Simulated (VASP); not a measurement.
Here is the system:

```xyz
63
Lattice="10.9371 0.0000 0.0000 0.0000 10.9371 0.0000 0.0000 0.0000 10.9371" Properties=species:S:1:pos:R:3 pbc="T T T"
Si     5.4685     0.0000     0.0000
Si     6.8357     1.3671     1.3671
Si     8.2028     2.7343     0.0000
Si     9.5699     4.1014     1.3671
Si     8.2028     0.0000     2.7343
Si     9.5699     1.3671     4.1014
Si     0.0000     0.0000     0.0000
Si     1.3671     1.3671     1.3671
Si     2.7343     2.7343     0.0000
Si     4.1014     4.1014     1.3671
Si     5.4685     5.4685     0.0000
Si     6.8357     6.8357     1.3671
Si     8.2028     8.2028     0.0000
Si     9.5699     9.5699     1.3671
Si     2.7343     0.0000     2.7343
Si     4.1014     1.3671     4.1014
Si     5.4221     2.7289     2.7029
Si     8.2156     5.4399     2.6991
Si     9.5699     6.8357     4.1014
Si     5.4685     0.0000     5.4685
Si     6.8357     1.3671     6.8357
Si     8.1999     2.6848     5.4250
Si     9.5699     4.1014     6.8357
Si     8.2028     0.0000     8.2028
Si     9.5699     1.3671     9.5699
Si     0.0000     5.4685     0.0000
Si     1.3671     6.8357     1.3671
Si     2.7343     8.2028     0.0000
Si     4.1014     9.5699     1.3671
Si     0.0000     2.7343     2.7343
Si     1.3671     4.1014     4.1014
Si     2.7343     5.4685     2.7343
Si     4.1014     6.8357     4.1014
Si     5.4685     8.2028     2.7343
Si     6.8357     9.5699     4.1014
Si     0.0000     0.0000     5.4685
Si     1.3671     1.3671     6.8357
Si     2.7343     2.7343     5.4685
Si     4.1014     4.1014     6.8357
Si     6.8357     6.8357     6.8357
Si     8.2028     8.2028     5.4685
Si     9.5699     9.5699     6.8357
Si     2.7343     0.0000     8.2028
Si     4.1014     1.3671     9.5699
Si     5.4685     2.7343     8.2028
Si     6.8357     4.1014     9.5699
Si     8.2028     5.4685     8.2028
Si     9.5699     6.8357     9.5699
Si     0.0000     8.2028     2.7343
Si     1.3671     9.5699     4.1014
Si     0.0000     5.4685     5.4685
Si     1.3671     6.8357     6.8357
Si     2.7343     8.2028     5.4685
Si     4.1014     9.5699     6.8357
Si     0.0000     2.7343     8.2028
Si     1.3671     4.1014     9.5699
Si     2.7343     5.4685     8.2028
Si     4.1014     6.8357     9.5699
Si     5.4685     8.2028     8.2028
Si     6.8357     9.5699     9.5699
Si     0.0000     8.2028     8.2028
Si     1.3671     9.5699     9.5699
O      5.4791     5.4657     5.4544
```

These are PBE GGA, VASP's PBE PAW potentials (set 64) (plane waves; VASP) values and carry that method's errors. Settings: PREC = Normal, LREAL = Auto, ISYM = 0, EDIFF = 1E-5, 400 eV cut-off, 1×1×1 Γ-centred mesh, Gaussian smearing of 0.050 eV, potentials Si O.

The supercell is sampled at Γ alone, which is coarse: total energies, pressure and levels can be off, energies of defects by several tenths of an eV.

Question: The ions are relaxed. What does this cell relax into?

Answer: 
```xyz
63
Lattice="10.9371 0.0000 0.0000 0.0000 10.9371 0.0000 0.0000 0.0000 10.9371" Properties=species:S:1:pos:R:3 pbc="T T T"
Si     5.4508    10.9207    10.9213
Si     6.8782     1.3411     1.3393
Si     8.2155     2.7198    10.8914
Si     9.5946     4.0559     1.3408
Si     8.2168    10.8946     2.7171
Si     9.5940     1.3427     4.0556
Si     0.0030    10.9318    10.9308
Si     1.4032     1.3545     1.3543
Si     2.7704     2.7315    10.9331
Si     4.1488     4.1206     1.4172
Si     5.4668     5.4676    10.9304
Si     6.8165     6.7839     1.4177
Si     8.2034     8.1636    10.9330
Si     9.5801     9.5318     1.3540
Si     2.7702    10.9323     2.7308
Si     4.1472     1.4155     4.1209
Si     5.5432     2.6962     2.6972
Si     8.2355     5.3830     2.7014
Si     9.5183     6.7852     4.1193
Si     5.4669    10.9302     5.4678
Si     6.8155     1.4176     6.7847
Si     8.2349     2.7017     5.3848
Si     9.5175     4.1206     6.7849
Si     8.2036    10.9328     8.1638
Si     9.5794     1.3546     9.5313
Si     0.0142     5.4840    10.9207
Si     1.4111     6.8014     1.4188
Si     2.7278     8.2048     0.0320
Si     4.1332     9.5234     1.4170
Si     0.0441     2.7190     2.7184
Si     1.3839     4.1023     4.1036
Si     2.8310     5.4826     2.8467
Si     4.2203     6.7247     4.3425
Si     5.4554     8.1078     2.8422
Si     6.8337     9.5552     4.1007
Si     0.0127    10.9215     5.4836
Si     1.4086     1.4170     6.8024
Si     2.8271     2.8419     5.4838
Si     4.2153     4.3348     6.7216
Si     6.5921     6.7244     6.7157
Si     8.0920     8.1087     5.4795
Si     9.5180     9.5243     6.8021
Si     2.7267     0.0324     8.2062
Si     4.1323     1.4162     9.5255
Si     5.4523     2.8408     8.1076
Si     6.8315     4.1022     9.5514
Si     8.0881     5.4823     8.1041
Si     9.5167     6.8015     9.5231
Si     0.0017     8.1642     2.7313
Si     1.3820     9.5523     4.1130
Si     0.0058     5.4682     5.4678
Si     1.3515     6.8556     6.8555
Si     2.7509     8.1854     5.4828
Si     4.0785     9.5860     6.8561
Si     0.0011     2.7322     8.1643
Si     1.3838     4.1132     9.5515
Si     2.7526     5.4817     8.1827
Si     4.0795     6.8552     9.5845
Si     5.4510     8.1858     8.1850
Si     6.8224     9.5526     9.5528
Si    10.9030     8.2058     8.2060
Si     1.3617     9.5717     9.5727
O      5.1455     5.8170     5.7935
```

Question: How much energy does the relaxation gain?

Answer: The energy (σ→0) changes by -31.1 meV/atom, in 20 ionic steps.

The cell is a supercell with a defect, built from Si (diamond): O_Si-vac_Si. The run is not spin-polarised, so no state with unpaired spins was tried.
